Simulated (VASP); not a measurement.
Output of a VASP run:

### OSZICAR
```
       N       E                     dE             d eps       ncg     rms          rms(c)
DAV:   1     0.205560131394E+03    0.20556E+03   -0.17304E+04   924   0.193E+03
DAV:   2    -0.214544366956E+02   -0.22701E+03   -0.22112E+03   966   0.374E+02
DAV:   3    -0.433458779818E+02   -0.21891E+02   -0.21765E+02  1086   0.119E+02
DAV:   4    -0.438407740642E+02   -0.49490E+00   -0.49407E+00  1122   0.184E+01
DAV:   5    -0.438488357989E+02   -0.80617E-02   -0.80613E-02  1068   0.230E+00    0.106E+01
DAV:   6    -0.396811326354E+02    0.41677E+01   -0.36863E+00  1132   0.532E+01    0.950E+00
DAV:   7    -0.370424748145E+02    0.26387E+01   -0.12053E+00   954   0.134E+01    0.453E+00
DAV:   8    -0.377655138502E+02   -0.72304E+00   -0.94942E-01   948   0.718E+00    0.156E+00
DAV:   9    -0.377175146014E+02    0.47999E-01   -0.21209E-01   924   0.431E+00    0.949E-01
DAV:  10    -0.376460901086E+02    0.71424E-01   -0.90904E-02   948   0.295E+00    0.464E-01
DAV:  11    -0.377067382644E+02   -0.60648E-01   -0.47843E-02   960   0.211E+00    0.175E-01
DAV:  12    -0.377130970935E+02   -0.63588E-02   -0.20244E-02  1002   0.116E+00    0.980E-02
DAV:  13    -0.377141930121E+02   -0.10959E-02   -0.12790E-03  1154   0.350E-01    0.407E-02
DAV:  14    -0.377176691808E+02   -0.34762E-02   -0.78688E-03   972   0.814E-01    0.709E-02
DAV:  15    -0.377191500571E+02   -0.14809E-02   -0.13901E-03  1054   0.453E-01    0.405E-02
DAV:  16    -0.377193684025E+02   -0.21835E-03   -0.31868E-04  1026   0.137E-01    0.675E-03
DAV:  17    -0.377193904421E+02   -0.22040E-04   -0.87859E-06  1092   0.301E-02    0.958E-03
DAV:  18    -0.377193869114E+02    0.35307E-05   -0.59922E-06  1046   0.188E-02    0.233E-03
DAV:  19    -0.377193852481E+02    0.16633E-05   -0.96225E-07  1026   0.980E-03    0.138E-03
DAV:  20    -0.377193820310E+02    0.32172E-05   -0.12624E-07   690   0.435E-03    0.684E-04
DAV:  21    -0.377193820638E+02   -0.32815E-07   -0.17618E-08   606   0.134E-03
   1 F= -.37719382E+02 E0= -.37719382E+02  d E =-.237250E-13
```

OUTCAR:
```
------------------------ aborting loop because EDIFF is reached ----------------------------------------
  FORCE on cell =-STRESS in cart. coord.  units (eV):
  Direction    XX          YY          ZZ          XY          YZ          ZX
  --------------------------------------------------------------------------------------
  Total        0.2171803      0.2171803      0.2279197      0.0000000      0.0000000      0.0000000
  in kB        4.4639010      4.4639009      4.6846368      0.0000000      0.0000000      0.0000000
  external PRESSURE =       4.5374795 kB  Pullay stress =       0.0000000 kB
  volume of cell :       77.95
      direct lattice vectors                 reciprocal lattice vectors
     1.900697207 -3.292104090  0.000000000     0.263061364 -0.151878551  0.000000000
     1.900697207  3.292104090  0.000000000     0.263061364  0.151878551  0.000000000
     0.000000000  0.000000000  6.228736677     0.000000000  0.000000000  0.160546199
  FREE ENERGIE OF THE ION-ELECTRON SYSTEM (eV)
  ---------------------------------------------------
  free  energy   TOTEN  =       -37.7193820638 eV

  energy  without entropy=      -37.7193820638  energy(sigma->0) =      -37.71938206
```
(Selected blocks of OUTCAR.)

File POSCAR:
```
ZnS
1
    1.9006972065    -3.2921040897    -0.0000000000
    1.9006972065     3.2921040897     0.0000000000
    0.0000000000     0.0000000000     6.2287366775
Zn S
2 2
Direct
  0.6666670000   0.3333330000   0.5000723877
  0.3333330000   0.6666670000   0.0000723877
  0.6666670000   0.3333330000   0.8749276123
  0.3333330000   0.6666670000   0.3749276123
```

Write an INCAR and KPOINTS that could have produced this output.

This is not unique; one that fits is the input of the run itself, r2SCAN meta-GGA, plane waves, VASP's PBE PAW potentials (set 64).

### KPOINTS
```
Automatic mesh
0
Gamma
6 6 4
0 0 0
```

**INCAR**
```
LMIXTAU = .True.
LREAL = .False.
ENCUT = 480   ! plane-wave cut-off (eV)
LWAVE = .False.
EDIFF = 1E-7   ! SCF stop (eV)
LMAXMIX = 4   ! l cut-off of mixed one-centre charges
METAGGA = R2SCAN
ALGO = Normal
SYSTEM = ZnS
ISMEAR = 0   ! Gaussian
PREC = Accurate
LCHARG = .False.
NELM = 100   ! most electronic steps
LASPH = .True.
ISIF = 2
SIGMA = 0.05
```

POTCAR, in this order: Zn S (PBE.64 set). Program: vasp_std.

The compound is ZnS in the wurtzite structure, the high-temperature form. It was relaxed first.
